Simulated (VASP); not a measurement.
Computed with r2SCAN meta-GGA, VASP's PBE PAW potentials (set 64) (plane waves; VASP).

A VASP calculation is set up with these files.

### POSCAR
```
Au
2.1031870
  0.0000000000   1.0000000280   1.0000000280
  1.0000000280   0.0000000000   1.0000000280
  1.0000000280   1.0000000280   0.0000000000
Au
1
Cartesian
  0.0000000000   0.0000000000   0.0000000000
```

**INCAR**
```
SYSTEM = Au
PREC = Accurate
ENCUT = 520
EDIFF = 1E-7
NELM = 100
ALGO = Normal
LREAL = .FALSE.
LASPH = .TRUE.
ISMEAR = 1
SIGMA = 0.1
METAGGA = R2SCAN
LMIXTAU = .TRUE.
LMAXMIX = 6
LWAVE = .FALSE.
LCHARG = .FALSE.
ISIF = 2
```

**KPOINTS**
```
Automatic mesh
0
Gamma
15 15 15
0 0 0
```

POTCAR, in this order: Au (PBE.64 set). Program: vasp_std.

What VASP printed:

File OUTCAR:
```
 ion  position               nearest neighbor table
   1  0.000  0.000  0.000-
  LATTYP: Found a face centered cubic cell.
 ALAT       =     4.2063741178
 Subroutine PRICEL returns:
 Original cell was already a primitive cell.
 Subroutine GETGRP returns: Found 48 space group operations
The static configuration has the point symmetry O_h .
The dynamic configuration has the point symmetry O_h .
 Subroutine INISYM returns: Found 48 space group operations
 Subroutine IBZKPT returns following result:
 Found    120 irreducible k-points:

 Following reciprocal coordinates:
            Coordinates               Weight
  0.000000  0.000000  0.000000      1.000000
  0.066667  0.000000  0.000000      8.000000
  0.133333  0.000000  0.000000      8.000000
  0.200000  0.000000  0.000000      8.000000
  0.266667  0.000000  0.000000      8.000000
  0.333333  0.000000  0.000000      8.000000
  0.400000  0.000000  0.000000      8.000000
  0.466667  0.000000  0.000000      8.000000
  0.066667  0.066667  0.000000      6.000000
  0.133333  0.066667  0.000000     24.000000
...
```

OSZICAR:
```
       N       E                     dE             d eps       ncg     rms          rms(c)
DAV:   1    -0.398262821304E+01   -0.39826E+01   -0.58698E+03  2328   0.110E+03
DAV:   2    -0.541867687942E+02   -0.50204E+02   -0.46681E+02  2248   0.205E+02
DAV:   3    -0.546285669105E+02   -0.44180E+00   -0.44135E+00  2602   0.209E+01
DAV:   4    -0.546300841630E+02   -0.15173E-02   -0.15172E-02  2506   0.124E+00
DAV:   5    -0.546300967787E+02   -0.12616E-04   -0.12617E-04  2510   0.107E-01    0.745E+00
DAV:   6    -0.502836473410E+02    0.43464E+01   -0.55929E+00  2204   0.229E+01    0.614E+00
DAV:   7    -0.505408451657E+02   -0.25720E+00   -0.38741E-01  2168   0.484E+00    0.358E+00
DAV:   8    -0.505495976317E+02   -0.87525E-02   -0.49890E-02  2238   0.172E+00    0.212E-01
DAV:   9    -0.505671983263E+02   -0.17601E-01   -0.15903E-02  2260   0.988E-01    0.627E-02
DAV:  10    -0.505670206669E+02    0.17766E-03   -0.13629E-03  2269   0.371E-01    0.467E-02
DAV:  11    -0.505676356592E+02   -0.61499E-03   -0.14338E-03  2275   0.324E-01    0.551E-02
DAV:  12    -0.505676223056E+02    0.13354E-04   -0.96528E-05  2292   0.105E-01    0.257E-02
DAV:  13    -0.505676873567E+02   -0.65051E-04   -0.10801E-04  2334   0.906E-02    0.215E-03
DAV:  14    -0.505676929696E+02   -0.56129E-05   -0.79683E-06  2259   0.200E-02    0.316E-03
DAV:  15    -0.505676926907E+02    0.27889E-06   -0.12011E-07  1955   0.357E-03    0.264E-03
DAV:  16    -0.505676931315E+02   -0.44075E-06   -0.55032E-07  1660   0.604E-03    0.996E-04
DAV:  17    -0.505676931789E+02   -0.47372E-07   -0.14886E-07  1766   0.398E-03
   1 F= -.50567693E+02 E0= -.50567514E+02  d E =-.538785E-03
```

OUTCAR:
```
------------------------ aborting loop because EDIFF is reached ----------------------------------------
  FORCE on cell =-STRESS in cart. coord.  units (eV):
  Direction    XX          YY          ZZ          XY          YZ          ZX
  --------------------------------------------------------------------------------------
  Total       -0.8737258     -0.8737258     -0.8737258      0.0000000      0.0000000     -0.0000000
  in kB      -75.2353709    -75.2353709    -75.2353709      0.0000000      0.0000000     -0.0000000
  external PRESSURE =     -75.2353709 kB  Pullay stress =       0.0000000 kB
  volume of cell :       18.61
      direct lattice vectors                 reciprocal lattice vectors
     0.000000000  2.103187059  2.103187059    -0.237734441  0.237734441  0.237734441
     2.103187059  0.000000000  2.103187059     0.237734441 -0.237734441  0.237734441
     2.103187059  2.103187059  0.000000000     0.237734441  0.237734441 -0.237734441
 POSITION                                       TOTAL-FORCE (eV/Angst)
 -----------------------------------------------------------------------------------
      0.00000      0.00000      0.00000         0.000000      0.000000      0.000000
 -----------------------------------------------------------------------------------
    total drift:                                0.000000     -0.000000     -0.000000
  FREE ENERGIE OF THE ION-ELECTRON SYSTEM (eV)
  ---------------------------------------------------
  free  energy   TOTEN  =       -50.5676931789 eV

  energy  without entropy=      -50.5671543943  energy(sigma->0) =      -50.56751358
```
(Selected blocks of OUTCAR.)

The compound is Au in the fcc structure. This cell is one point of a volume scan, at 1.06 of the reference volume.
